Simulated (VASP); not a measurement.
# XPS shifts in Ta15Os, part 2 of 3

Wanted: the chemical shifts that photoemission would resolve in Ta15Os.

VASP 6.6.1, plane waves and PAW; the level of theory is named at each step.

So far. Step 2 (Relaxation): At PBE, with these data sets, the largest force is down to 0.026 eV/Å.

## (3) Initial state

Level of this step: PBE; plane waves and PAW (Ta_pv, Os) (VASP).

The cell without a hole gives, with ICORELEVEL = 1, the Kohn-Sham core levels of the initial state.

INCAR

```
SYSTEM = Ta15Os
PREC = Normal
ENCUT = 330
EDIFF = 1E-05
NELM = 120
ISMEAR = 0
SIGMA = 0.1
LREAL = Auto
ALGO = Fast
GGA = PE
NBANDS = 107
LASPH = .TRUE.
LORBIT = 11
LWAVE = .FALSE.
LCHARG = .FALSE.
KPAR = 8
ICORELEVEL = 1
ISIF = 0
```

POSCAR

```
Ta15Os
1.0
   -3.2957453988      6.5914907976      0.0000000000
    9.8872361963     -6.5914907976      3.2957453988
    3.2957453988      6.5914907976     -3.2957453988
Ta Os
15 1
Direct
    0.9955583888      0.9952011432      0.0029503995
    0.0111121243      0.2565544007      0.2490324369
    0.2445304074      0.5610293517      0.0610293517
    0.0110569015      0.5029503995      0.4952011432
    0.2554695926      0.8139706483      0.3139706483
    0.9960681967      0.7490324369      0.7565544007
    0.4888878757      0.1184455993      0.1259675631
    0.2489089928      0.0622428057      0.5622428057
    0.5044416112      0.3797988568      0.3720496005
    0.2510910072      0.3127571943      0.8127571943
    0.5039318033      0.6259675631      0.6184455993
    0.7520274440      0.9408503310      0.4408503310
    0.4889430985      0.8720496005      0.8797988568
    0.7500000000      0.1875000000      0.6875000000
    0.7479725560      0.4341496690      0.9341496690
    0.7500000000      0.6875000000      0.1875000000
```

KPOINTS

```
Automatic mesh
0
Gamma
7 7 7
0 0 0
```

PAW data sets: Ta_pv and Os (PBE family, release 64).

Command:

```bash
mpirun -np 8 vasp_std
```

The program printed:

```text
[banner, memory and clock lines left out]
running    8 mpi-ranks, on    1 nodes
 distrk:  each k-point on    1 cores,    8 groups
 distr:  one band on    1 cores,    1 groups

 POSCAR found type information on POSCAR TaOs
 POSCAR found :  2 types and      16 ions
 [... a notice as in an earlier step ...]

 LDA part: xc-table for (Slater+PW92), standard interpolation
 POSCAR, INCAR and KPOINTS ok, starting setup
 FFT: planning ... GRIDC
 FFT: planning ... GRID_SOFT
 FFT: planning ... GRID
 WAVECAR not read
 entering main loop
       N       E                     dE             d eps       ncg     rms          rms(c)
DAV:   1     0.154483142792E+04    0.15448E+04   -0.73145E+04 21752   0.122E+03
DAV:   2    -0.101093652994E+03   -0.16459E+04   -0.15883E+04 22879   0.432E+02
DAV:   3    -0.194415105652E+03   -0.93321E+02   -0.87336E+02 27292   0.934E+01
DAV:   4    -0.197849317920E+03   -0.34342E+01   -0.33528E+01 26016   0.158E+01
DAV:   5    -0.197993506602E+03   -0.14419E+00   -0.14362E+00 28984   0.279E+00    0.557E+01
RMM:   6    -0.192151132509E+03    0.58424E+01   -0.11899E+01 23186   0.104E+01    0.271E+01
RMM:   7    -0.191777431305E+03    0.37370E+00   -0.10497E+01 25393   0.102E+01    0.149E+01
RMM:   8    -0.189705604649E+03    0.20718E+01   -0.53201E+00 24727   0.635E+00    0.253E+00
RMM:   9    -0.189770116286E+03   -0.64512E-01   -0.99117E-01 29088   0.244E+00    0.155E+00
RMM:  10    -0.189751264036E+03    0.18852E-01   -0.16381E-01 28964   0.829E-01    0.120E+00
RMM:  11    -0.189747135816E+03    0.41282E-02   -0.67675E-02 25208   0.791E-01    0.671E-01
RMM:  12    -0.189744391939E+03    0.27439E-02   -0.12609E-02 28291   0.330E-01    0.293E-01
RMM:  13    -0.189744498182E+03   -0.10624E-03   -0.43645E-03 30899   0.127E-01    0.213E-01
RMM:  14    -0.189744482233E+03    0.15949E-04   -0.11654E-03 30148   0.805E-02    0.170E-01
RMM:  15    -0.189744501139E+03   -0.18907E-04   -0.25910E-04 27277   0.348E-02    0.108E-01
RMM:  16    -0.189744507436E+03   -0.62963E-05   -0.79712E-05 22591   0.213E-02
   1 F= -.18974451E+03 E0= -.18970224E+03  d E =-.845297E-01
```

It took 7.3 min on 8 MPI ranks of Intel Xeon Platinum 8259CL at 2.50GHz (Skylake/Cascade Lake), shared host; peak memory 7.7 GiB.

From OUTCAR (step 3):

```text
 Found    100 irreducible k-points:

   k-points           NKPTS =    100   k-points in BZ     NKDIM =    100   number of bands    NBANDS=    107

   NELECT =     173.0000    total number of electrons

 the core state eigenenergies are
   1-  1s -67331.6684  2s -11557.4148  2p -10124.5931  3s  -2638.9497  3p  -2212.9921
       3d  -1716.7245  4s   -529.0152  4p   -389.3333  4d   -210.7248  4f    -13.3637
       5s    -61.5697
   2-  1s -67331.6706  2s -11557.4170  2p -10124.5953  3s  -2638.9520  3p  -2212.9943
       3d  -1716.7267  4s   -529.0174  4p   -389.3355  4d   -210.7271  4f    -13.3659
       5s    -61.5720
   3-  1s -67331.5342  2s -11557.2749  2p -10124.4535  3s  -2638.8123  3p  -2212.8547
       3d  -1716.5863  4s   -528.8817  4p   -389.2002  4d   -210.5919  4f    -13.2330
       5s    -61.4485
   4-  1s -67331.6684  2s -11557.4148  2p -10124.5931  3s  -2638.9497  3p  -2212.9921
       3d  -1716.7245  4s   -529.0152  4p   -389.3333  4d   -210.7248  4f    -13.3637
       5s    -61.5697
   5-  1s -67331.5342  2s -11557.2749  2p -10124.4535  3s  -2638.8123  3p  -2212.8547
       3d  -1716.5863  4s   -528.8817  4p   -389.2002  4d   -210.5919  4f    -13.2330
       5s    -61.4485
   6-  1s -67331.6706  2s -11557.4170  2p -10124.5953  3s  -2638.9520  3p  -2212.9943
       3d  -1716.7267  4s   -529.0174  4p   -389.3355  4d   -210.7271  4f    -13.3659
       5s    -61.5720
   7-  1s -67331.6706  2s -11557.4170  2p -10124.5953  3s  -2638.9520  3p  -2212.9943
       3d  -1716.7267  4s   -529.0174  4p   -389.3355  4d   -210.7271  4f    -13.3659
       5s    -61.5720
   8-  1s -67331.5824  2s -11557.3284  2p -10124.5067  3s  -2638.8635  3p  -2212.9059
       3d  -1716.6382  4s   -528.9292  4p   -389.2473  4d   -210.6389  4f    -13.2777
       5s    -61.4841
   9-  1s -67331.6684  2s -11557.4148  2p -10124.5931  3s  -2638.9497  3p  -2212.9921
       3d  -1716.7245  4s   -529.0152  4p   -389.3333  4d   -210.7248  4f    -13.3637
       5s    -61.5697
  10-  1s -67331.5824  2s -11557.3284  2p -10124.5067  3s  -2638.8635  3p  -2212.9059
       3d  -1716.6382  4s   -528.9292  4p   -389.2473  4d   -210.6389  4f    -13.2777
       5s    -61.4841
  11-  1s -67331.6706  2s -11557.4170  2p -10124.5953  3s  -2638.9520  3p  -2212.9943
       3d  -1716.7267  4s   -529.0174  4p   -389.3355  4d   -210.7271  4f    -13.3659
       5s    -61.5720
  12-  1s -67331.5431  2s -11557.2859  2p -10124.4643  3s  -2638.8251  3p  -2212.8675
       3d  -1716.5990  4s   -528.8973  4p   -389.2160  4d   -210.6081  4f    -13.2506
       5s    -61.4710
  13-  1s -67331.6684  2s -11557.4148  2p -10124.5931  3s  -2638.9497  3p  -2212.9921
       3d  -1716.7245  4s   -529.0152  4p   -389.3333  4d   -210.7248  4f    -13.3637
       5s    -61.5697
[...]
3d  -1948.6519  4s   -620.9555  4p   -460.7318  4d   -262.0520  4f    -41.2822
       5s    -80.4589  5p    -39.7218

 E-fermi :   5.6191

 k-point     1 :       0.0000    0.0000    0.0000
  band No.  band energies     occupation
    ...
     84       5.2920      2.00000
     85       5.2953      2.00000
     86       5.3183      1.99998
     87       5.3371      1.99993
     88       5.3942      1.99853
     89       6.0777      0.00000
     90       6.1216      0.00000
     91       6.1321      0.00000
     92       6.6482      0.00000
     93       6.6535      0.00000
    ...

 k-point     2 :       0.1429    0.0000    0.0000
  band No.  band energies     occupation
    ...
     85       5.3376      1.99993
     86       5.3888      1.99887
     87       5.4201      1.99510
     88       5.5061      1.88995
     89       5.5927      1.29108
     90       5.8506      0.00106
     91       6.0869      0.00000
     92       6.2237      0.00000
     93       6.6182      0.00000
     94       7.1450      0.00000
    ...

 POSITION                                       TOTAL-FORCE (eV/Angst)
 -----------------------------------------------------------------------------------
      6.56841      0.02180      3.27021        -0.001224     -0.019583     -0.008841
      3.32074      0.02366      0.02479         0.002753     -0.007032     -0.012801
      4.94226     -1.68393      1.64787        -0.023535     -0.032461      0.000000
      6.56841      0.02180      0.02554        -0.001224     -0.019583      0.008841
      8.24072     -1.61182      1.64787         0.023535      0.032461      0.000000
      6.61648      6.61516     -0.02479         0.002753     -0.007032      0.012801
     -0.02499      3.27208     -0.02479        -0.002753      0.007032      0.012801
      1.64808      4.93643     -1.64787         0.020891     -0.025163      0.000000
      3.31883      3.27394      0.02554         0.001224      0.019583      0.008841
      4.94341      4.95081     -1.64787        -0.020891      0.025163      0.000000
      6.56650      3.27208      0.02479        -0.002753      0.007032     -0.012801
      8.27685      1.66124      1.64787         0.022374     -0.006952      0.000000
      9.91032      3.27394     -0.02554         0.001224      0.019583     -0.008841
      1.64787      8.23936     -1.64787        -0.000000     -0.000000      0.000000
      4.90613      8.22600     -1.64787        -0.022374      0.006952      0.000000
      4.94362      1.64787      1.64787        -0.000000     -0.000000      0.000000
 -----------------------------------------------------------------------------------
    total drift:                                0.000000      0.000000      0.000000

  FREE ENERGIE OF THE ION-ELECTRON SYSTEM (eV)
  ---------------------------------------------------
  free  energy   TOTEN  =      -189.7445074355 eV

  energy  without entropy=     -189.6599776997  energy(sigma->0) =     -189.70224257

 total charge
# of ion       s       p       d       tot
------------------------------------------
    1        0.369   6.176   2.373   8.918
    2        0.369   6.176   2.373   8.918
    3        0.370   6.167   2.408   8.945
    4        0.369   6.176   2.373   8.918
    5        0.370   6.167   2.408   8.945
    6        0.369   6.176   2.373   8.918
    7        0.369   6.176   2.373   8.918
    8        0.370   6.175   2.371   8.916
    9        0.369   6.176   2.373   8.918
   10        0.370   6.175   2.371   8.916
   11        0.369   6.176   2.373   8.918
   12        0.371   6.171   2.407   8.949
   13        0.369   6.176   2.373   8.918
   14        0.370   6.166   2.437   8.973
   15        0.371   6.171   2.407   8.949
   16        0.656   0.609   5.971   7.236
--------------------------------------------------
tot          6.199  93.212  41.761 141.172

[... 6 parts as in an earlier step ...]

[... 6 further parts left out ...]
```

These are scalar-relativistic Kohn-Sham levels of the ground state, with no core hole, so they are not binding energies.

This step gave:

```yaml
free_energy_toten: -189.7445 eV
energy_at_zero_smearing: -189.7022 eV
fermi_energy: 5.619 eV
```

The two shallowest core shells; atoms whose shallowest level rounds to another's at 0.01 eV are left out. Core levels, by row:

| atom | shell | level below the Fermi level (eV) |
| --- | --- | --- |
| Ta1 | 5s | 67.19 |
| Ta1 | 4f | 18.98 |
| Ta3 | 5s | 67.07 |
| Ta3 | 4f | 18.85 |
| Ta8 | 5s | 67.1 |
| Ta8 | 4f | 18.9 |
| Ta12 | 5s | 67.09 |
| Ta12 | 4f | 18.87 |
| Ta14 | 5s | 67.07 |
| Ta14 | 4f | 18.84 |
| Os16 | 4f | 46.9 |
| Os16 | 5p | 45.34 |

## (4) Core hole, atom Ta2

This step: final-state core hole with the electron kept at the Fermi level, PBE; plane waves and PAW (Ta_pv, Ta_pv, Os) (VASP 6.6.1).

A core electron of Ta2 (4f) is moved to the Fermi level; this atom comes first in POSCAR as a species of its own.

Changes to INCAR since step 3:

```diff
@@ -12,3 +12,2 @@
 LASPH = .TRUE.
-LORBIT = 11
 LWAVE = .FALSE.
@@ -16,3 +15,7 @@
 KPAR = 8
-ICORELEVEL = 1
+ICORELEVEL = 2
+CLNT = 1
+CLN = 4
+CLL = 3
+CLZ = 1
 ISIF = 0
```

Changes to POSCAR since step 3:

```diff
@@ -5,7 +5,7 @@
     3.2957453988      6.5914907976     -3.2957453988
-Ta Os
-15 1
+Ta Ta Os
+1 14 1
 Direct
+    0.0111121243      0.2565544007      0.2490324369
     0.9955583888      0.9952011432      0.0029503995
-    0.0111121243      0.2565544007      0.2490324369
     0.2445304074      0.5610293517      0.0610293517
```

KPOINTS is that of step 3.

The projector-augmented-wave data sets are Ta_pv, Ta_pv and Os (PBE family, release 64).

Command:

```bash
mpirun -np 8 vasp_std
```

The program printed:

```text
[banner, memory and clock lines left out]
running    8 mpi-ranks, on    1 nodes
 distrk:  each k-point on    1 cores,    8 groups
 distr:  one band on    1 cores,    1 groups

 POSCAR found type information on POSCAR TaTaOs
 POSCAR found :  3 types and      16 ions
 [... a notice as in an earlier step ...]

 LDA part: xc-table for (Slater+PW92), standard interpolation
 POSCAR, INCAR and KPOINTS ok, starting setup
 FFT: planning ... GRIDC
 FFT: planning ... GRID_SOFT
 FFT: planning ... GRID
 WAVECAR not read
 entering main loop
       N       E                     dE             d eps       ncg     rms          rms(c)
DAV:   1     0.140505909988E+04    0.14051E+04   -0.74099E+04 37472   0.123E+03
DAV:   2    -0.251156004969E+03   -0.16562E+04   -0.15975E+04 39257   0.435E+02
DAV:   3    -0.348856879549E+03   -0.97701E+02   -0.91362E+02 47373   0.959E+01
DAV:   4    -0.352504893683E+03   -0.36480E+01   -0.35513E+01 44592   0.161E+01
DAV:   5    -0.352654129424E+03   -0.14924E+00   -0.14855E+00 49960   0.288E+00    0.543E+01
RMM:   6    -0.348376057663E+03    0.42781E+01   -0.26597E+01 43282   0.138E+01    0.290E+01
RMM:   7    -0.344085334755E+03    0.42907E+01   -0.16019E+01 40074   0.104E+01    0.183E+01
RMM:   8    -0.341909114959E+03    0.21762E+01   -0.48787E+00 40392   0.712E+00    0.305E+00
RMM:   9    -0.341782047403E+03    0.12707E+00   -0.12063E+00 50393   0.249E+00    0.148E+00
RMM:  10    -0.341788303422E+03   -0.62560E-02   -0.40598E-01 53591   0.126E+00    0.120E+00
RMM:  11    -0.341775552713E+03    0.12751E-01   -0.66701E-02 50546   0.589E-01    0.578E-01
RMM:  12    -0.341775755605E+03   -0.20289E-03   -0.21888E-02 48854   0.340E-01    0.251E-01
RMM:  13    -0.341775345298E+03    0.41031E-03   -0.65282E-03 51680   0.184E-01    0.186E-01
RMM:  14    -0.341775122839E+03    0.22246E-03   -0.22506E-03 53726   0.908E-02    0.665E-02
RMM:  15    -0.341775163064E+03   -0.40225E-04   -0.62454E-04 47387   0.466E-02    0.245E-02
RMM:  16    -0.341775155278E+03    0.77859E-05   -0.10165E-04 40587   0.224E-02    0.128E-02
RMM:  17    -0.341775153990E+03    0.12883E-05   -0.28517E-05 31752   0.105E-02
   1 F= -.34177515E+03 E0= -.34173457E+03  d E =-.811647E-01
```

It took 13 min on 8 MPI ranks; peak memory 12 GiB.

From OUTCAR (step 4):

```text
 Subroutine GETGRP returns: Found  1 space group operations
 (whereof  1 operations were pure point group operations)

The static configuration has the point symmetry C_1 .

 Found    172 irreducible k-points:

   k-points           NKPTS =    172   k-points in BZ     NKDIM =    172   number of bands    NBANDS=    107

   NELECT =     174.0000    total number of electrons

 the core state eigenenergies are
   1-  1s -67359.0984  2s -11585.2674  2p -10152.3876  3s  -2666.4235  3p  -2240.4126
       3d  -1744.3586  4s   -549.4326  4p   -408.7793  4d   -229.0826  4f    -29.2327
       5s    -67.2836
   2-  1s -67331.7305  2s -11557.4763  2p -10124.6547  3s  -2639.0103  3p  -2213.0526
       3d  -1716.7851  4s   -529.0742  4p   -389.3921  4d   -210.7834  4f    -13.4215
       5s    -61.6245
   3-  1s -67331.6172  2s -11557.3590  2p -10124.5376  3s  -2638.8935  3p  -2212.9359
       3d  -1716.6681  4s   -528.9586  4p   -389.2766  4d   -210.6678  4f    -13.3067
       5s    -61.5132
   4-  1s -67331.7120  2s -11557.4581  2p -10124.6365  3s  -2638.9923  3p  -2213.0347
       3d  -1716.7672  4s   -529.0565  4p   -389.3744  4d   -210.7658  4f    -13.4040
       5s    -61.6075
   5-  1s -67331.6288  2s -11557.3704  2p -10124.5490  3s  -2638.9049  3p  -2212.9473
       3d  -1716.6794  4s   -528.9698  4p   -389.2878  4d   -210.6790  4f    -13.3178
       5s    -61.5241
   6-  1s -67331.7464  2s -11557.4910  2p -10124.6695  3s  -2639.0243  3p  -2213.0667
       3d  -1716.7993  4s   -529.0872  4p   -389.4050  4d   -210.7961  4f    -13.4336
       5s    -61.6347
   7-  1s -67331.7132  2s -11557.4589  2p -10124.6373  3s  -2638.9932  3p  -2213.0356
       3d  -1716.7681  4s   -529.0577  4p   -389.3756  4d   -210.7670  4f    -13.4054
       5s    -61.6095
   8-  1s -67331.6670  2s -11557.4135  2p -10124.5919  3s  -2638.9456  3p  -2212.9879
       3d  -1716.7208  4s   -529.0066  4p   -389.3243  4d   -210.7153  4f    -13.3518
       5s    -61.5488
   9-  1s -67331.6995  2s -11557.4453  2p -10124.6237  3s  -2638.9795  3p  -2213.0219
       3d  -1716.7544  4s   -529.0439  4p   -389.3618  4d   -210.7532  4f    -13.3915
       5s    -61.5954
  10-  1s -67331.6740  2s -11557.4208  2p -10124.5992  3s  -2638.9530  3p  -2212.9954
       3d  -1716.7282  4s   -529.0142  4p   -389.3318  4d   -210.7229  4f    -13.3594
       5s    -61.5565
  11-  1s -67331.6990  2s -11557.4463  2p -10124.6246  3s  -2638.9812  3p  -2213.0236
       3d  -1716.7561  4s   -529.0466  4p   -389.3647  4d   -210.7563  4f    -13.3951
       5s    -61.6007
  12-  1s -67331.6306  2s -11557.3738  2p -10124.5522  3s  -2638.9099  3p  -2212.9523
       3d  -1716.6843  4s   -528.9773  4p   -389.2956  4d   -210.6872  4f    -13.3272
       5s    -61.5381
  13-  1s -67331.6897  2s -11557.4368  2p -10124.6151  3s  -2638.9717  3p  -2213.0140
       3d  -1716.7465  4s   -529.0369  4p   -389.3550  4d   -210.7466  4f    -13.3853
       5s    -61.5909
[...]
3d  -1948.7547  4s   -621.0529  4p   -460.8287  4d   -262.1484  4f    -41.3771
       5s    -80.5436  5p    -39.8000

 E-fermi :   5.5984

 k-point     1 :       0.0000    0.0000    0.0000
  band No.  band energies     occupation
    ...
     84       5.2140      2.00000
     85       5.2373      2.00000
     86       5.2484      2.00000
     87       5.2620      2.00000
     88       5.3290      1.99986
     89       5.9288      0.00000
     90       6.0118      0.00000
     91       6.0728      0.00000
     92       6.5398      0.00000
     93       6.5915      0.00000
    ...

 k-point     2 :       0.1429    0.0000    0.0000
  band No.  band energies     occupation
    ...
     85       5.2367      2.00000
     86       5.3101      1.99995
     87       5.3745      1.99846
     88       5.4259      1.98529
     89       5.4657      1.93940
     90       5.7425      0.04162
     91       5.9930      0.00000
     92       6.1371      0.00000
     93       6.5267      0.00000
     94       7.0184      0.00000
    ...

 POSITION                                       TOTAL-FORCE (eV/Angst)
 -----------------------------------------------------------------------------------
      3.32074      0.02366      0.02479        -0.233663     -0.205943     -0.248088
      6.56841      0.02180      3.27021        -0.116109     -0.016442     -0.031405
      4.94226     -1.68393      1.64787        -0.274612      0.307812     -0.246147
      6.56841      0.02180      0.02554         0.073353      0.051318      0.035148
      8.24072     -1.61182      1.64787         0.280362      0.223668      0.250588
      6.61648      6.61516     -0.02479         0.054147      0.020169     -0.018371
     -0.02499      3.27208     -0.02479         0.007648     -0.060809     -0.010893
      1.64808      4.93643     -1.64787        -0.251694      0.253206      0.226421
      3.31883      3.27394      0.02554         0.019383      0.099058      0.030117
      4.94341      4.95081     -1.64787         0.223072      0.275471     -0.257646
      6.56650      3.27208      0.02479        -0.002240      0.020580      0.017523
      8.27685      1.66124      1.64787         0.202429     -0.352434      0.269881
      9.91032      3.27394     -0.02554         0.035931      0.012430      0.015702
      1.64787      8.23936     -1.64787        -0.287159     -0.296263      0.265909
      4.90613      8.22600     -1.64787         0.323455     -0.257173     -0.257405
      4.94362      1.64787      1.64787        -0.054304     -0.074649     -0.041335
 -----------------------------------------------------------------------------------
    total drift:                                0.001875     -0.003491     -0.001245

  FREE ENERGIE OF THE ION-ELECTRON SYSTEM (eV)
  ---------------------------------------------------
  free  energy   TOTEN  =      -341.7751539901 eV

  energy  without entropy=     -341.6939892865  energy(sigma->0) =     -341.73457164

[... 4 parts as in an earlier step ...]

[... 6 further parts left out ...]
```

This step gave:

```yaml
free_energy_toten: -341.7752 eV
energy_at_zero_smearing: -341.7346 eV
fermi_energy: 5.598 eV
```

This is the reference for holes on Ta.

(Continued in part 3 of 3.)

[Lines on the potential files, build, host, timing and source positions are cut from VASP's logs without a mark.]

[Logs are printed without paths, hosts, clocks, repeated set-up lines and the standing remarks that a program may print on its own settings, such as how far it seeks lower states.]

[Hosts, paths, dates, database ids (printed as entryN), source tags and the programs' standing remarks are cut or masked in the printed files.]
